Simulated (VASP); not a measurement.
A convergence study with VASP on CoSi₂ (fluorite): one setting is varied, all else stays as given below, so the limit is that of these other settings. Each run relaxes cell and ions from the cell shown.

```
CELL_PARAMETERS angstrom
      0.00000     2.68000     2.68000
      2.68000     0.00000     2.68000
      2.68000     2.68000     0.00000
ATOMIC_POSITIONS crystal
  Co 0.00000 0.00000 0.00000
  Si 0.25000 0.25000 0.25000
  Si 0.75000 0.75000 0.75000
```

Level of theory: PBEsol GGA, VASP's PBE PAW potentials (set 64) (plane waves; VASP). The tightest run used: 550 eV cut-off, 14×14×14 Γ-centred mesh, first-order Methfessel-Paxton smearing of 0.10 eV, potentials Co Si.

The settings run are 2×2×2 mesh; 3×3×3 mesh; 4×4×4 mesh; 5×5×5 mesh; 6×6×6 mesh; 7×7×7 mesh; 9×9×9 mesh; 10×10×10 mesh; 11×11×11 mesh; 12×12×12 mesh; 13×13×13 mesh; 14×14×14 mesh. From which on does the relaxed volume stay within 0.05 Å³/atom of the tightest run?

From 3×3×3 mesh on: it is off by 0.018 there and by no more than 0.05 in any finer run, while 2×2×2 mesh is off by 0.224.
```tsv
setting	relaxed volume (Å³/atom)	E (eV/atom)	irreducible k-points	difference judged (Å³/atom)
2×2×2 mesh	12.278	-6.7723	3	0.224
3×3×3 mesh	12.484	-6.9302	4	0.018
4×4×4 mesh	12.479	-6.9987	8	0.023
5×5×5 mesh	12.526	-6.9844	10	0.024
6×6×6 mesh	12.503	-6.9906	16	0.001
7×7×7 mesh	12.502	-6.9959	20	0.000
9×9×9 mesh	12.507	-6.9920	35	0.005
10×10×10 mesh	12.501	-6.9945	47	0.002
11×11×11 mesh	12.497	-6.9948	56	0.005
12×12×12 mesh	12.500	-6.9944	72	0.002
13×13×13 mesh	12.501	-6.9928	84	0.001
14×14×14 mesh	12.502	-6.9939	104	0.000
```

Left out are rungs that failed or repeat a setting and relaxations that didn't move; long series are thinned to 24 rows.

The compound is CoSi2 in the fluorite structure. The run is not spin-polarised, so no magnetic state was tried. The electron count is odd and the run is not spin-polarised, which forces a metal.
